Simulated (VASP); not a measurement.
# 1 units of PbZrO3 (001), ZrO2 faces on Al(100) in VASP, part 2 of 2

Wanted: how 1 units of PbZrO3 (001), ZrO2 faces on Al(100) relaxes, and what it costs to take an electron out.

VASP 6.6.1; PBEsol with D3(BJ); plane waves and PAW (Al, Zr_sv, O, Pb).

So far. Step 3 (Going on with the relaxation): The run ended after 6 ionic steps, 0.001 eV below its first step, once the forces on the free atoms met EDIFFG = -0.03. Step 4 (Potential and states of the slab): The vacuum level lies 3.41 eV above the Fermi level at the upper face; the two faces differ by 1.02 eV, the step that the slab's dipole of -0.098 e·Å makes.

### Step 5. The slab in a field, field -0.1 (continued)

Force by atom:

| atom | x (eV/Å) | y (eV/Å) | z (eV/Å) | size |
| --- | --- | --- | --- | --- |
| Al1 | 0.0000 | 0.0000 | 0.0139 | 0.0139 |
| Al2 | 0.0000 | 0.0000 | 0.0139 | 0.0139 |
| Al3 | 0.0000 | 0.0000 | 0.0079 | 0.0079 |
| Al4 | 0.0000 | 0.0000 | 0.0105 | 0.0105 |
| Al5 | 0.0000 | 0.0000 | 0.0218 | 0.0218 |
| Al6 | 0.0000 | 0.0000 | 0.0218 | 0.0218 |
| Al7 | 0.0000 | 0.0000 | 0.0221 | 0.0221 |
| Al8 | 0.0000 | 0.0000 | 0.0065 | 0.0065 |
| Zr9 | 0.0000 | 0.0000 | 0.0495 | 0.0495 |
| Zr10 | 0.0000 | 0.0000 | 0.0690 | 0.0690 |
| O11 | 0.0000 | 0.0000 | -0.0464 | 0.0464 |
| O12 | 0.0000 | 0.0000 | -0.0464 | 0.0464 |
| O13 | 0.0000 | 0.0000 | -0.0821 | 0.0821 |
| O14 | 0.0000 | 0.0000 | -0.0595 | 0.0595 |
| O15 | 0.0000 | 0.0000 | -0.0595 | 0.0595 |
| Pb16 | 0.0000 | 0.0000 | 0.0570 | 0.0570 |

Energy at zero smearing: -102.33471 eV.

### Step 6. The slab in a field, field 0.1

Contents of INCAR:

```
SYSTEM = Zr2Al8PbO5
PREC = Normal
ENCUT = 400
EDIFF = 1E-06
NELM = 120
ISMEAR = -1
SIGMA = 0.1
LREAL = Auto
ALGO = Fast
GGA = PS
IVDW = 12
NBANDS = 57
LORBIT = 11
LWAVE = .FALSE.
LCHARG = .FALSE.
KPAR = 4
IDIPOL = 3
LDIPOL = .TRUE.
DIPOL = 0.5 0.5 0.514
EFIELD = 0.1
LVHAR = .TRUE.
```

Contents of POSCAR:

```
Zr2Al8PbO5
1.0
    4.1600000000      0.0000000000      0.0000000000
    0.0000000000      4.1600000000      0.0000000000
    0.0000000000      0.0000000000     31.2141469282
Al Zr O Pb
8 2 5 1
Direct
    0.0000000000      0.5000000000      0.2935150335
    0.5000000000      0.0000000000      0.2935150335
    0.0000000000      0.0000000000      0.3567412274
    0.5000000000      0.5000000000      0.3581571872
    0.0000000000      0.5000000000      0.4203471494
    0.5000000000      0.0000000000      0.4203471494
    0.0000000000      0.0000000000      0.4775793883
    0.5000000000      0.5000000000      0.4971691575
    0.0000000000      0.0000000000      0.5746216156
    0.0000000000      0.0000000000      0.7009495119
    0.5000000000      0.0000000000      0.5757202468
    0.0000000000      0.5000000000      0.5757202468
    0.0000000000      0.0000000000      0.6388954790
    0.5000000000      0.0000000000      0.7020489248
    0.0000000000      0.5000000000      0.7020489248
    0.5000000000      0.5000000000      0.6415131356
```

Contents of KPOINTS:

```
Automatic mesh
0
Gamma
8 8 1
0 0 0
```

The projector-augmented-wave data sets are Al, Zr_sv, O and Pb (PBE family, release 64).

Started as:

```bash
mpirun -np 4 vasp_std
```

The job ended after 3.1 min (4 MPI ranks of Intel Xeon Platinum 8488C (Sapphire Rapids), shared host; peak memory 1.5 GiB; 11 min of CPU time).

Numbers from this step:

```yaml
electronic_cycles: 32
free_energy_toten: -102.3732 eV
energy_at_zero_smearing: -102.3155 eV
fermi_energy: 1.114 eV
dipole_moment: 0, 0, 0.04361 e·Å
```

The planar average of the electrostatic potential oscillates, so the rows of the table below give means over windows of 2 Å about each position, cut where the curve ends. Its maxima inside the range that stand out by 2 % of the span (Å: eV): 0.8: 5.10, 10.1: -1.95, 12.1: -2.16, 14.1: -1.90, 16.8: 1.55, 18.9: -0.710, 20.9: -2.78, 24.2: 3.18. Its minima: 9.2: -14.2, 11.1: -14.3, 13.2: -14.3, 15.2: -10.7, 17.9: -14.0, 20.0: -8.67, 21.9: -14.1.

Zero at the Fermi level. Planar average of the electrostatic potential against height; means over each step:

| height (Å) | planar average of the electrostatic potential (eV) |
| --- | --- |
| 0 | 4.09 |
| 2 | 4.98 |
| 4 | 4.78 |
| 6 | 4.54 |
| 8 | -0.375 |
| 10 | -7.48 |
| 12 | -7.78 |
| 14 | -7.02 |
| 16 | -3.87 |
| 18 | -6.89 |
| 20 | -5.15 |
| 22 | -6.97 |
| 24 | 3.01 |
| 26 | 3.04 |
| 28 | 2.84 |
| 30 | 2.64 |

Force by atom:

| atom | x (eV/Å) | y (eV/Å) | z (eV/Å) | size |
| --- | --- | --- | --- | --- |
| Al1 | 0.0000 | 0.0000 | 0.0111 | 0.0111 |
| Al2 | 0.0000 | 0.0000 | 0.0111 | 0.0111 |
| Al3 | 0.0000 | 0.0000 | 0.0089 | 0.0089 |
| Al4 | 0.0000 | 0.0000 | 0.0126 | 0.0126 |
| Al5 | 0.0000 | 0.0000 | 0.0231 | 0.0231 |
| Al6 | 0.0000 | 0.0000 | 0.0231 | 0.0231 |
| Al7 | 0.0000 | 0.0000 | 0.0323 | 0.0323 |
| Al8 | 0.0000 | 0.0000 | -0.0231 | 0.0231 |
| Zr9 | 0.0000 | 0.0000 | -0.0839 | 0.0839 |
| Zr10 | 0.0000 | 0.0000 | -0.0983 | 0.0983 |
| O11 | 0.0000 | 0.0000 | 0.0170 | 0.0170 |
| O12 | 0.0000 | 0.0000 | 0.0170 | 0.0170 |
| O13 | 0.0000 | 0.0000 | 0.0663 | 0.0663 |
| O14 | 0.0000 | 0.0000 | 0.0169 | 0.0169 |
| O15 | 0.0000 | 0.0000 | 0.0169 | 0.0169 |
| Pb16 | 0.0000 | 0.0000 | -0.0509 | 0.0509 |

Energy at zero smearing: -102.31547 eV.

### Step 7. Derived quantities

This step: slab, PBEsol + D3(BJ); plane waves and PAW (VASP 6.6.1).

This step runs nothing: it gathers the runs above.

This step gave:

```
polarisability per area of the slab or monolayer : 1.172 Å
```

VASP counts both for electrons: a positive EFIELD is a field along -c, and a positive dipole, in electrons times A, points along -c. Field, by row:

| EFIELD (eV/Å) | dipole along z (e Å) | energy change (eV) |
| --- | --- | --- |
| -0.1 | -0.238 | -0.01666 |
| 0 | -0.09776 | 0 |
| 0.1 | 0.04361 | 0.002577 |

The polarisability is the slope of the dipole against the field, as a volume for each unit of area.

### Step 8. Slab, other settings: ISMEAR = 1 and SIGMA = 0.02

This step: PBEsol with D3(BJ); plane waves and PAW (Al, Zr_sv, O, Pb) (VASP 6.6.1).

The run is repeated with some settings moved, to see what they change.

INCAR: that of step 6 with these lines changed.

```diff
@@ -5,4 +5,4 @@
 NELM = 120
-ISMEAR = -1
-SIGMA = 0.1
+ISMEAR = 1
+SIGMA = 0.02
 LREAL = Auto
@@ -19,3 +19,3 @@
 DIPOL = 0.5 0.5 0.514
-EFIELD = 0.1
 LVHAR = .TRUE.
+LVACPOTAV = .TRUE.
```

POSCAR is that of step 6.

KPOINTS is that of step 6.

Started as:

```bash
mpirun -np 4 vasp_std
```

Run time: 4.2 min. Hardware: 4 MPI ranks; peak memory 1.5 GiB; 15 min of CPU time.

Numbers from this step:

| Item | Value |
| --- | --- |
| electronic cycles | 44 |
| free energy (TOTEN) | -102.3236 eV |
| energy at zero smearing | -102.3237 eV |
| Fermi energy | 1.075 eV |
| dipole moment | 0, 0, -0.09632 e·Å |
| vacuum levels | 4.454, 5.453 eV |
| work functions of the upper and lower face | 3.378, 4.378 eV |

Settings moved on purpose: ISMEAR = 1 and SIGMA = 0.02.

Against the run that it repeats, NBANDS also differs.

The two runs compared:

| quantity | this run | the run it repeats | difference |
| --- | --- | --- | --- |
| energy at zero smearing (eV) | -102.32 | -102.32 | -0.00560 |
| free energy (TOTEN) (eV) | -102.32 | -102.38 | 0.0523 |
| Fermi energy (eV) | 1.0755 | 1.0462 | 0.0293 |
| electronic cycles | 44 | 33 | 11 |

The total energy moves by -0.4 meV an atom.

### Step 9. Results

```json
{
 "work function of the slab": "3.41 eV",
 "polarisability per area of the slab or monolayer": "1.17 Å"
}
```

**Reading.** The work function is 3.41 eV at the upper face and 4.43 eV at the lower. The atom that ends on top (O) moved inwards by 0.30 Å, counted from the mean of all atoms. Spin-orbit coupling is left out, which matters for the heavy elements here. The cell in the plane was kept as given and was not relaxed here.

[Lines on the potential files, build, host, timing and source positions are cut from VASP's logs without a mark.]

[Logs are printed without paths, hosts, clocks, repeated set-up lines and the standing remarks that a program may print on its own settings, such as how far it seeks lower states.]

[Hosts, paths, dates, database ids (printed as entryN), source tags and the programs' standing remarks are cut or masked in the printed files.]

[In band tables of VASP the shares of atoms and orbitals are scaled to a sum of 1 inside the atoms' spheres.]

[Runs that stopped without an error message from VASP are left out.]
